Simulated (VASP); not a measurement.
# SrCl2: structure and properties in VASP, part 2 of 5

What structure does SrCl2 take at this level, and what are its properties? The start is a cell from a database of measured crystal structures.

VASP 6.6.1; r2SCAN; plane waves and PAW (Sr_sv, Cl).

So far, gap on the k-mesh (eV): step 2 (full relaxation (r2SCAN)) 5.97.

## Step 3: Single point with fields (r2SCAN)

The relaxed cell gets a fresh self-consistent run, on a basis set for its own volume, to fix the density and to check the remaining stress.

INCAR

```
SYSTEM = SrCl2
PREC = Accurate
ENCUT = 400
EDIFF = 1E-06
NELM = 100
ISMEAR = 0
SIGMA = 0.05
LREAL = .FALSE.
ALGO = Normal
METAGGA = R2SCAN
LASPH = .TRUE.
NBANDS = 18
LORBIT = 11
LWAVE = .FALSE.
LCHARG = .TRUE.
ISIF = 2
LELF = .TRUE.
LVHAR = .TRUE.
```

POSCAR

```
SrCl2
1.0
    0.0000000000      3.4972255284      3.4972255284
    3.4972255284      0.0000000000      3.4972255284
    3.4972255284      3.4972255284      0.0000000000
Sr Cl
1 2
Direct
    0.0000000000      0.0000000000      0.0000000000
    0.2500000000      0.2500000000      0.2500000000
    0.7500000000      0.7500000000      0.7500000000
```

KPOINTS

```
Automatic mesh
0
Gamma
7 7 7
0 0 0
```

The projector-augmented-wave data sets are Sr_sv and Cl (PBE family, release 64).

Started as:

```bash
$ mpirun -np 2 vasp_std
```

Log:

```text
[banner, memory and clock lines left out]
running    2 mpi-ranks, on    1 nodes
 distrk:  each k-point on    2 cores,    1 groups
 distr:  one band on    1 cores,    2 groups

 POSCAR found type information on POSCAR SrCl
 POSCAR found :  2 types and       3 ions
 [... a notice as in an earlier step ...]

 LDA part: xc-table for (None), standard interpolation
 POSCAR, INCAR and KPOINTS ok, starting setup
 FFT: planning ... GRIDC
 FFT: planning ... GRID_SOFT
 FFT: planning ... GRID
 WAVECAR not read
 entering main loop
       N       E                     dE             d eps       ncg     rms          rms(c)
DAV:   1     0.982123363955E+02    0.98212E+02   -0.99701E+03   720   0.983E+02
DAV:   2    -0.347892054809E+02   -0.13300E+03   -0.12958E+03   960   0.211E+02
DAV:   3    -0.423683817166E+02   -0.75792E+01   -0.75604E+01  1002   0.528E+01
DAV:   4    -0.425577293809E+02   -0.18935E+00   -0.18902E+00  1174   0.724E+00
DAV:   5    -0.425603165459E+02   -0.25872E-02   -0.25862E-02  1042   0.796E-01    0.113E+01
DAV:   6    -0.357006978911E+02    0.68596E+01   -0.21934E+00  1172   0.951E+00    0.696E+00
DAV:   7    -0.356763410548E+02    0.24357E-01   -0.59212E-01   980   0.493E+00    0.260E+00
DAV:   8    -0.356863547981E+02   -0.10014E-01   -0.34934E-02   952   0.140E+00    0.925E-01
DAV:   9    -0.356868999004E+02   -0.54510E-03   -0.12324E-02   838   0.638E-01    0.226E-01
DAV:  10    -0.356872926295E+02   -0.39273E-03   -0.44752E-04   992   0.133E-01    0.926E-02
DAV:  11    -0.356877026435E+02   -0.41001E-03   -0.30332E-04   810   0.129E-01    0.349E-02
DAV:  12    -0.356877136990E+02   -0.11056E-04   -0.77715E-06  1150   0.186E-02    0.848E-03
DAV:  13    -0.356877188573E+02   -0.51583E-05   -0.49443E-06   796   0.149E-02    0.346E-03
DAV:  14    -0.356877188139E+02    0.43429E-07   -0.14899E-07   904   0.268E-03
   1 F= -.35687719E+02 E0= -.35687719E+02  d E =-.611880E-18
```

It took 86 s on 2 MPI ranks of AMD EPYC 7R43, shared host; peak memory 0.25 GiB; 2.8 min of CPU time.

From OUTCAR (step 3):

```text
  LATTYP: Found a face centered cubic cell.
 ALAT       =     6.9944510568

The static configuration has the point symmetry O_h .

 Found     20 irreducible k-points:

   ENCUT  =  400.0 eV  29.40 Ry    5.42 a.u.   8.07  8.07  8.07*2*pi/ulx,y,z

   NELECT =      24.0000    total number of electrons

 E-fermi :  -0.0080

 k-point     1 :       0.0000    0.0000    0.0000
  band No.  band energies     occupation
    ...
      8      -2.3930      2.00000
      9      -2.3930      2.00000
     10      -0.6142      2.00000
     11      -0.6142      2.00000
     12      -0.6142      2.00000
     13       5.6658      0.00000
     14       6.4206      0.00000
     15       6.4206      0.00000
     16       9.3406      0.00000
     17       9.3406      0.00000
    ...

 k-point     2 :       0.1429    0.0000    0.0000
  band No.  band energies     occupation
    ...
      8      -2.3181      2.00000
      9      -2.2560      2.00000
     10      -0.8396      2.00000
     11      -0.7240      2.00000
     12      -0.7240      2.00000
     13       6.1007      0.00000
     14       6.5732      0.00000
     15       6.5732      0.00000
     16       8.4985      0.00000
     17       9.1618      0.00000
    ...

  Total        0.0026687      0.0026687      0.0026687      0.0000000      0.0000000     -0.0000000
  in kB        0.0499821      0.0499821      0.0499821      0.0000000      0.0000000     -0.0000000
  external PRESSURE =       0.0499821 kB  Pullay stress =       0.0000000 kB

  energy-cutoff  :      400.00
  volume of cell :       85.55
      direct lattice vectors                 reciprocal lattice vectors
     0.000000000  3.497225528  3.497225528    -0.142970476  0.142970476  0.142970476
     3.497225528  0.000000000  3.497225528     0.142970476 -0.142970476  0.142970476
     3.497225528  3.497225528  0.000000000     0.142970476  0.142970476 -0.142970476

 POSITION                                       TOTAL-FORCE (eV/Angst)
 -----------------------------------------------------------------------------------
      0.00000      0.00000      0.00000        -0.000000     -0.000000     -0.000000
      1.74861      1.74861      1.74861        -0.000000     -0.000000     -0.000000
      5.24584      5.24584      5.24584         0.000000      0.000000      0.000000
 -----------------------------------------------------------------------------------
    total drift:                                0.000000     -0.000000      0.000000

  FREE ENERGIE OF THE ION-ELECTRON SYSTEM (eV)
  ---------------------------------------------------
  free  energy   TOTEN  =       -35.6877188139 eV

  energy  without entropy=      -35.6877188139  energy(sigma->0) =      -35.68771881

 total charge
# of ion       s       p       d       tot
------------------------------------------
    1        1.995   5.856   0.136   7.987
    2        1.599   3.613   0.000   5.212
    3        1.599   3.613   0.000   5.212
--------------------------------------------------
tot          5.193  13.083   0.136  18.412

[... 4 parts as in an earlier step ...]

[... 6 further parts left out ...]
```

Numbers from this step:

```yaml
scf_cycles: 14
fermi_energy: -0.008 eV
pressure: 0.004998 GPa
```

Valence electrons inside each PAW sphere by angular momentum. Sphere charges, by row:

```
atom  s (e)  p (e)  d (e)  tot (e)
 Sr1  1.995  5.856  0.136    7.987
 Cl2  1.599  3.613      0    5.212
 Cl3  1.599  3.613      0    5.212
```

ELF in the ac plane of a cell with a along [110], b along [-110] and c along [001] of the cube at fractional y = 0.000, with atoms of Sr and Cl within 0.2 Å of it. It is the smooth field of the valence electrons, not physical close to the nuclei.

Values, 10 rows by 16 columns, each cell a mean:
```
0.75 0.61 0.16 0.44 0.47 0.24 0.44 0.76 0.75 0.61 0.16 0.44 0.47 0.24 0.44 0.76
0.44 0.18 0.63 0.85 0.82 0.75 0.23 0.38 0.44 0.18 0.63 0.85 0.82 0.75 0.23 0.38
0.01 0.27 0.80 0.71 0.61 0.84 0.44 0.03 0.01 0.27 0.80 0.71 0.61 0.84 0.44 0.03
0.01 0.20 0.65 0.82 0.83 0.73 0.32 0.02 0.01 0.20 0.65 0.82 0.83 0.73 0.32 0.02
0.00 0.03 0.15 0.27 0.29 0.18 0.05 0.00 0.00 0.03 0.15 0.27 0.29 0.18 0.05 0.00
0.00 0.05 0.26 0.44 0.47 0.33 0.10 0.01 0.00 0.05 0.26 0.44 0.47 0.33 0.10 0.01
0.01 0.23 0.72 0.83 0.81 0.78 0.38 0.02 0.01 0.23 0.72 0.83 0.81 0.78 0.38 0.02
0.04 0.24 0.79 0.72 0.61 0.84 0.40 0.03 0.04 0.24 0.79 0.72 0.61 0.84 0.40 0.03
0.61 0.27 0.52 0.83 0.84 0.67 0.21 0.55 0.61 0.27 0.52 0.83 0.84 0.67 0.21 0.55
0.67 0.67 0.14 0.27 0.29 0.12 0.52 0.74 0.67 0.67 0.14 0.27 0.29 0.12 0.52 0.74
```
Columns run along a (9.9 Å), rows up along c (7.0 Å), edges of the conventional cell, whose origin can differ from the input's. Atoms in or near the plane, at fractional coordinates: Sr at (0.00, 0.00), Sr at (0.50, 0.00), Cl at (0.25, 0.25), Cl at (0.75, 0.25), Cl at (0.25, 0.75), Cl at (0.75, 0.75).

Valence density in the ac plane of a cell with a along [110], b along [-110] and c along [001] of the cube at fractional y = 0.000, with atoms of Sr and Cl within 0.2 Å of it. It is the smooth field of the valence electrons, not physical close to the nuclei.

Values in e/Å³, 10 rows by 16 columns, each cell a mean:
```
2.4 0.8 0.1 0.2 0.2 0.1 0.5 2.1 2.4 0.8 0.1 0.2 0.2 0.1 0.5 2.1
0.4 0.1 0.4 1.2 1.3 0.6 0.1 0.3 0.4 0.1 0.4 1.2 1.3 0.6 0.1 0.3
0.0 0.1 0.6 1.4 1.1 0.9 0.1 0.0 0.0 0.1 0.6 1.4 1.1 0.9 0.1 0.0
0.0 0.0 0.2 0.9 1.0 0.4 0.1 0.0 0.0 0.0 0.2 0.9 1.0 0.4 0.1 0.0
0.0 0.0 0.0 0.1 0.1 0.1 0.0 0.0 0.0 0.0 0.0 0.1 0.1 0.1 0.0 0.0
0.0 0.0 0.1 0.2 0.2 0.1 0.0 0.0 0.0 0.0 0.1 0.2 0.2 0.1 0.0 0.0
0.0 0.0 0.3 1.1 1.3 0.5 0.1 0.0 0.0 0.0 0.3 1.1 1.3 0.5 0.1 0.0
0.0 0.1 0.6 1.4 1.1 0.9 0.1 0.0 0.0 0.1 0.6 1.4 1.1 0.9 0.1 0.0
0.7 0.2 0.3 0.9 1.0 0.4 0.2 0.6 0.7 0.2 0.3 0.9 1.0 0.4 0.2 0.6
2.7 1.0 0.1 0.1 0.1 0.1 0.6 2.4 2.7 1.0 0.1 0.1 0.1 0.1 0.6 2.4
```
Columns run along a (9.9 Å), rows up along c (7.0 Å), edges of the conventional cell, whose origin can differ from the input's. Atoms in or near the plane, at fractional coordinates: Sr at (0.00, 0.00), Sr at (0.50, 0.00), Cl at (0.25, 0.25), Cl at (0.75, 0.25), Cl at (0.25, 0.75), Cl at (0.75, 0.75).

Electrostatic potential energy in the ac plane of a cell with a along [110], b along [-110] and c along [001] of the cube at fractional y = 0.000, with atoms of Sr and Cl within 0.2 Å of it. With pseudopotentials it is smooth inside the atoms' cores, unlike the true potential.

Ten even steps from '_' (-81 eV) to '@' (7 eV), each cell a mean:
```
****##%%@@@@@@@@@@@@@@%%##******##%%@@@@@@@@@@@@@@%%##**
####%%@@@@@@@@@@@@@@@@%%########%%@@@@@@@@@@@@@@@@%%####
%%%%@@@@@@%%****%%@@@@@@%%%%%%%%@@@@@@%%****%%@@@@@@%%%%
@@@@@@@@@@++..__--%%@@@@@@@@@@@@@@@@@@++..__--%%@@@@@@@@
@@@@@@@@%%--____..##@@@@@@@@@@@@@@@@%%--____..##@@@@@@@@
@@@@@@@@@@++..__--%%@@@@@@@@@@@@@@@@@@++..__--%%@@@@@@@@
@@@@@@@@@@%%****##@@@@@@@@@@@@@@@@@@@@%%****##@@@@@@@@@@
@@@@@@@@@@@@@@@@@@@@@@@@@@@@@@@@@@@@@@@@@@@@@@@@@@@@@@@@
@@@@@@@@@@@@@@@@@@@@@@@@@@@@@@@@@@@@@@@@@@@@@@@@@@@@@@@@
@@@@@@@@@@@@@@@@@@@@@@@@@@@@@@@@@@@@@@@@@@@@@@@@@@@@@@@@
@@@@@@@@@@@@@@@@@@@@@@@@@@@@@@@@@@@@@@@@@@@@@@@@@@@@@@@@
@@@@@@@@@@@@%%%%@@@@@@@@@@@@@@@@@@@@@@@@%%%%@@@@@@@@@@@@
@@@@@@@@@@##==--++@@@@@@@@@@@@@@@@@@@@##==--++@@@@@@@@@@
@@@@@@@@@@==____..##@@@@@@@@@@@@@@@@@@==____..##@@@@@@@@
@@@@@@@@@@==____..##@@@@@@@@@@@@@@@@@@==____..##@@@@@@@@
%%@@@@@@@@##--::++%%@@@@@@%%%%@@@@@@@@##--::++%%@@@@@@%%
##%%%%@@@@@@%%%%@@@@@@@@%%####%%%%@@@@@@%%%%@@@@@@@@%%##
**##%%%%@@@@@@@@@@@@@@%%##****##%%%%@@@@@@@@@@@@@@%%##**
++**##%%@@@@@@@@@@@@@@%%##**++**##%%@@@@@@@@@@@@@@%%##**
```
Columns run along a (9.9 Å; values clipped at the 3rd and 97th percentile), rows up along c (7.0 Å), edges of the conventional cell, whose origin can differ from the input's. Atoms in or near the plane, at fractional coordinates: Sr at (0.00, 0.00), Sr at (0.50, 0.00), Cl at (0.25, 0.25), Cl at (0.75, 0.25), Cl at (0.25, 0.75), Cl at (0.75, 0.75).

In this run the pressure is 0.00 GPa, small enough to go on; single stress components reach 0.00 GPa.

## Step 4: Bands along the symmetry lines (r2SCAN)

The mesh alone shows little of the dispersion and can miss band extrema, so KPOINTS_OPT adds a path through the symmetry points after the self-consistent cycle.

Edit INCAR of step 3 so:

```diff
@@ -11,8 +11,6 @@
 LASPH = .TRUE.
-NBANDS = 18
+NBANDS = 25
 LORBIT = 11
 LWAVE = .FALSE.
-LCHARG = .TRUE.
-ISIF = 2
-LELF = .TRUE.
-LVHAR = .TRUE.
+LCHARG = .FALSE.
+KPAR = 2
```

POSCAR is that of step 3.

KPOINTS is that of step 3.

KPOINTS_OPT

```
Line mode
16
Line-mode
Reciprocal
  0.00000000   0.00000000   0.00000000 GAMMA
  0.50000000   0.00000000   0.50000000 X

  0.50000000   0.00000000   0.50000000 X
  0.50000000   0.25000000   0.75000000 W

  0.50000000   0.25000000   0.75000000 W
  0.37500000   0.37500000   0.75000000 K

  0.37500000   0.37500000   0.75000000 K
  0.00000000   0.00000000   0.00000000 GAMMA

  0.00000000   0.00000000   0.00000000 GAMMA
  0.50000000   0.50000000   0.50000000 L

  0.50000000   0.50000000   0.50000000 L
  0.62500000   0.25000000   0.62500000 U

  0.62500000   0.25000000   0.62500000 U
  0.50000000   0.25000000   0.75000000 W

  0.50000000   0.25000000   0.75000000 W
  0.50000000   0.50000000   0.50000000 L

  0.50000000   0.50000000   0.50000000 L
  0.37500000   0.37500000   0.75000000 K

  0.62500000   0.25000000   0.62500000 U
  0.50000000   0.00000000   0.50000000 X
```

Started as:

```bash
$ mpirun -np 2 vasp_std
```

Log:

```text
[banner, memory and clock lines left out]
running    2 mpi-ranks, on    1 nodes
 distrk:  each k-point on    1 cores,    2 groups
 distr:  one band on    1 cores,    1 groups

 POSCAR found type information on POSCAR SrCl
 POSCAR found :  2 types and       3 ions
 [... a notice as in an earlier step ...]

 LDA part: xc-table for (None), standard interpolation
 POSCAR, INCAR and KPOINTS ok, starting setup
 FFT: planning ... GRIDC
 FFT: planning ... GRID_SOFT
 FFT: planning ... GRID
 WAVECAR not read
 entering main loop
       N       E                     dE             d eps       ncg     rms          rms(c)
DAV:   1     0.811507766262E+02    0.81151E+02   -0.96435E+03  1000   0.717E+02
DAV:   2    -0.350926061837E+02   -0.11624E+03   -0.11137E+03  1330   0.170E+02
DAV:   3    -0.423462285670E+02   -0.72536E+01   -0.72040E+01  1409   0.395E+01
DAV:   4    -0.425588686636E+02   -0.21264E+00   -0.21246E+00  1494   0.611E+00
DAV:   5    -0.425603361954E+02   -0.14675E-02   -0.14675E-02  1372   0.524E-01    0.113E+01
DAV:   6    -0.356988597472E+02    0.68615E+01   -0.19249E+00  1569   0.685E+00    0.698E+00
DAV:   7    -0.356780415657E+02    0.20818E-01   -0.46930E-01  1298   0.376E+00    0.238E+00
DAV:   8    -0.356857208810E+02   -0.76793E-02   -0.33156E-02  1211   0.997E-01    0.108E+00
DAV:   9    -0.356871490212E+02   -0.14281E-02   -0.85359E-03  1168   0.499E-01    0.314E-01
DAV:  10    -0.356872672199E+02   -0.11820E-03   -0.40933E-04  1347   0.108E-01    0.984E-02
DAV:  11    -0.356876997850E+02   -0.43257E-03   -0.29200E-04  1098   0.947E-02    0.315E-02
DAV:  12    -0.356877128827E+02   -0.13098E-04   -0.76931E-06  1406   0.136E-02    0.937E-03
DAV:  13    -0.356877191416E+02   -0.62589E-05   -0.51603E-06  1100   0.123E-02    0.424E-03
DAV:  14    -0.356877188729E+02    0.26867E-06   -0.26057E-07  1128   0.276E-03
   1 F= -.35687719E+02 E0= -.35687719E+02  d E =-.610428E-18
 Start KPOINTS_OPT (optional k-point list driver)
k-point batch [1-20\160]
       N       E                     dE             ncg
DAV:   1    -0.213347203999E+04   -0.98019E+04     1000
DAV:   2    -0.455671192182E+04   -0.24232E+04     1361
DAV:   3    -0.469825396235E+04   -0.14154E+03     1322
DAV:   4    -0.470223326584E+04   -0.39793E+01     1479
DAV:   5    -0.470226244855E+04   -0.29183E-01     1264
DAV:   6    -0.470226320511E+04   -0.75657E-03     1527
DAV:   7    -0.470226320965E+04   -0.45396E-05     1212
DAV:   8    -0.470226320975E+04   -0.96733E-07      926
[...]
k-point batch [141-160\160]
       N       E                     dE             ncg
DAV:   1    -0.216317046954E+04   -0.14719E+05     1000
DAV:   2    -0.456175762875E+04   -0.23986E+04     1329
DAV:   3    -0.469593873745E+04   -0.13418E+03     1340
DAV:   4    -0.470088687862E+04   -0.49481E+01     1495
DAV:   5    -0.470092192230E+04   -0.35044E-01     1315
DAV:   6    -0.470092267007E+04   -0.74776E-03     1535
DAV:   7    -0.470092267475E+04   -0.46852E-05     1258
DAV:   8    -0.470092267483E+04   -0.77440E-07      863
```

The job ended after 7.4 min (2 MPI ranks; peak memory 0.31 GiB).

OUTCAR, selected parts (step 4):

```text
The static configuration has the point symmetry O_h .

 Found     20 irreducible k-points:

   k-points           NKPTS =     20   k-points in BZ     NKDIM =     20   number of bands    NBANDS=     25

   NELECT =      24.0000    total number of electrons

 E-fermi :  -0.0080

 k-point     1 :       0.0000    0.0000    0.0000
  band No.  band energies     occupation
    ...
      8      -2.3930      2.00000
      9      -2.3930      2.00000
     10      -0.6142      2.00000
     11      -0.6142      2.00000
     12      -0.6142      2.00000
     13       5.6658      0.00000
     14       6.4206      0.00000
     15       6.4206      0.00000
     16       9.3407      0.00000
     17       9.3407      0.00000
    ...

 k-point     2 :       0.1429    0.0000    0.0000
  band No.  band energies     occupation
    ...
      8      -2.3181      2.00000
      9      -2.2560      2.00000
     10      -0.8396      2.00000
     11      -0.7240      2.00000
     12      -0.7240      2.00000
     13       6.1008      0.00000
     14       6.5732      0.00000
     15       6.5732      0.00000
     16       8.4986      0.00000
     17       9.1618      0.00000
    ...

  Total        0.0022824      0.0022824      0.0022824      0.0000000     -0.0000000      0.0000000
  in kB        0.0427468      0.0427468      0.0427468      0.0000000     -0.0000000      0.0000000
  external PRESSURE =       0.0427468 kB  Pullay stress =       0.0000000 kB

 POSITION                                       TOTAL-FORCE (eV/Angst)
 -----------------------------------------------------------------------------------
      0.00000      0.00000      0.00000         0.000000     -0.000000      0.000000
      1.74861      1.74861      1.74861        -0.000000     -0.000000     -0.000000
      5.24584      5.24584      5.24584         0.000000      0.000000      0.000000
 -----------------------------------------------------------------------------------
    total drift:                                0.000000     -0.000000      0.000000

  FREE ENERGIE OF THE ION-ELECTRON SYSTEM (eV)
  ---------------------------------------------------
  free  energy   TOTEN  =       -35.6877188729 eV

  energy  without entropy=      -35.6877188729  energy(sigma->0) =      -35.68771887

[... 10 parts as in an earlier step ...]

[... 3 further parts left out ...]
```

Numbers from this step:

```yaml
bands: 25
pressure: 0.004275 GPa
least_gap_on_mesh_and_path: 5.935 eV
least_direct_gap_on_mesh_and_path: 5.992 eV
valence_top_at_k: 0.5, 0, 0.5
least_direct_gap_at_k: 0.5, 0, 0.5
```

The electronic bands at the labelled points (eV, zero at the valence-band top; v1 is the highest filled band, c1 the lowest empty one):

```
          point     v4     v3     v2     v1    c1    c2    c3    c4
              Γ  -2.12  -0.35  -0.35  -0.35  5.93  6.69  6.69  9.61
0.53 of the way  -1.83  -1.08  -0.34  -0.34  6.57  7.33  7.46  8.72
              X  -1.90  -0.39  -0.39   0.00  5.99  7.76  8.20  8.68
0.47 of the way  -1.74  -0.62  -0.36  -0.04  6.23  7.79  8.02  8.29
              W  -1.22  -1.22  -0.30  -0.11  6.68  7.61  7.92  7.92
0.47 of the way  -1.49  -0.95  -0.37  -0.11  6.55  7.74  7.86  8.11
              K  -1.74  -0.71  -0.54  -0.11  6.43  7.83  7.90  8.28
0.47 of the way  -1.38  -1.37  -1.03  -0.30  6.86  7.26  7.43  8.73
              Γ  -2.12  -0.35  -0.35  -0.35  5.93  6.69  6.69  9.61
0.53 of the way  -1.73  -0.96  -0.68  -0.68  7.07  7.09  7.09  8.49
              L  -1.47  -1.33  -1.06  -1.06  7.28  7.28  8.22  8.22
0.53 of the way  -1.61  -0.94  -0.80  -0.49  6.79  7.53  8.10  8.42
              U  -1.74  -0.71  -0.54  -0.11  6.43  7.83  7.90  8.28
0.53 of the way  -1.49  -0.95  -0.37  -0.11  6.55  7.74  7.86  8.11
              W  -1.22  -1.22  -0.30  -0.11  6.68  7.61  7.92  7.92
0.53 of the way  -1.41  -1.16  -0.60  -0.56  6.82  7.48  8.11  8.40
              L  -1.47  -1.33  -1.06  -1.06  7.28  7.28  8.22  8.22
0.47 of the way  -1.60  -0.97  -0.86  -0.57  6.86  7.48  8.13  8.45
              K  -1.74  -0.71  -0.54  -0.11  6.43  7.83  7.90  8.28
      jump to U  -1.74  -0.71  -0.54  -0.11  6.43  7.83  7.90  8.28
0.53 of the way  -1.87  -0.47  -0.43  -0.02  6.11  7.77  8.12  8.45
              X  -1.90  -0.39  -0.39   0.00  5.99  7.76  8.20  8.68
```

Of the projections kept (Sr, Cl), the largest for each band there, as a share of the weight inside these atoms' spheres; weight between the spheres isn't counted:

```
point       v4       v3       v2       v1       c1       c2       c3       c4
    Γ  Cl 0.94  Cl 0.99  Cl 0.99  Cl 0.99  Cl 0.62  Sr 1.00  Sr 1.00  Sr 0.98
    X  Cl 0.95  Cl 0.97  Cl 0.97  Cl 1.00  Sr 0.89  Sr 0.88  Sr 1.00  Sr 0.92
    W  Cl 0.96  Cl 0.96  Cl 0.97  Cl 1.00  Sr 0.76  Sr 1.00  Sr 0.89  Sr 0.89
    K  Cl 0.96  Cl 0.96  Cl 0.97  Cl 0.99  Sr 0.82  Sr 0.88  Sr 0.97  Sr 0.90
    Γ  Cl 0.94  Cl 0.99  Cl 0.99  Cl 0.99  Cl 0.62  Sr 1.00  Sr 1.00  Sr 0.98
    L  Cl 0.97  Cl 0.97  Cl 0.97  Cl 0.97  Sr 0.97  Sr 0.97  Cl 0.90  Sr 0.91
```

The path lowers the gap by 0.03 eV against the mesh alone, so a band edge lies off the mesh.

On this path the gap is indirect, 5.93 eV, with the valence top at X and the conduction bottom at Γ. The least direct gap is 5.99 eV.

[end of part 2 of 5]

[Lines on the potential files, build, host, timing and source positions are cut from VASP's logs without a mark.]

[Logs are printed without paths, hosts, clocks, repeated set-up lines and the standing remarks that a program may print on its own settings, such as how far it seeks lower states.]

[Hosts, paths, dates, database ids (printed as entryN), source tags and the programs' standing remarks are cut or masked in the printed files.]

[A measured line is paired with the nearest computed mode of its activity, which favours agreement.]

[In band tables of VASP the shares of atoms and orbitals are scaled to a sum of 1 inside the atoms' spheres.]
